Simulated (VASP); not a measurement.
Bi3SbO3:

```
Sb Bi O
1.0
     4.39357    0.00000    0.00000
     0.00000    4.39357    0.00000
     0.00000    0.00000    8.85172
Sb Bi O
1 3 3
Direct
  0.50000 0.50000 0.00000
  0.50000 0.50000 0.50000
  0.00000 0.00000 0.25444
  0.00000 0.00000 0.74556
  0.00000 0.50000 0.50000
  0.50000 0.00000 0.50000
  0.00000 0.00000 0.00000
```

The cell was built by a generator and needn't be a form met in nature.

- Program: VASP 6.6.1
- Task: relaxation of cell and atoms
- Functional: PBE
- Potentials or basis: VASP PAW PBE potentials, release 64 (Sb, Bi_d, O)
- Cutoff: 520 eV
- k mesh: 3 × 3 × 2
- Occupations: gaussian, width 0.15 eV
- Spin: no spin polarisation

At the start: pressure -2.7 GPa; volume 24.41 Å³/atom.

Q: How do energy, volume and symmetry change on relaxing?

A: Over 13 steps the energy falls by 76.5 meV/atom and the volume is 23.05 Å³/atom (-5.6 %); space group P4/mmm (No. 123, to 0.05 Å).

Step by step:
```csv
step,energy change (eV),largest force (eV/Å),pressure (GPa),volume (Å³)
1,0.0000,0.5971,-2.67,170.87
2,-0.1823,0.2650,1.32,160.92
3,-0.1823,0.2880,1.28,160.83
4,-0.2837,0.6646,1.15,161.85
5,-0.3149,1.6655,1.14,162.93
6,-0.3222,1.2950,1.12,162.61
7,-0.3986,0.8967,-0.31,165.09
8,-0.4377,0.4518,-2.07,168.32
9,-0.5025,0.2275,-1.67,165.52
10,-0.5335,0.0984,-0.74,162.35
11,-0.5336,0.1390,-0.55,162.02
12,-0.5348,0.1361,-0.02,160.87
13,-0.5353,0.0298,0.11,161.35
```

Final structure:
```yaml
crystal:
  lattice:
    - [4.61225, 0.00000, 0.00000]
    - [0.00000, 4.61225, 0.00000]
    - [0.00000, 0.00000, 7.58461]
  atoms:
    - { symbol: Sb, position: [0.50000, 0.50000, 0.00000] }
    - { symbol: Bi, position: [0.50000, 0.50000, 0.50000] }
    - { symbol: Bi, position: [0.00000, 0.00000, 0.27220] }
    - { symbol: Bi, position: [0.00000, 0.00000, 0.72780] }
    - { symbol: O, position: [0.00000, 0.50000, 0.50000] }
    - { symbol: O, position: [0.50000, 0.00000, 0.50000] }
    - { symbol: O, position: [0.00000, 0.00000, 0.00000] }
```

Caveat: the k mesh is coarse (spacing up to 0.48 Å⁻¹), so the values aren't converged.
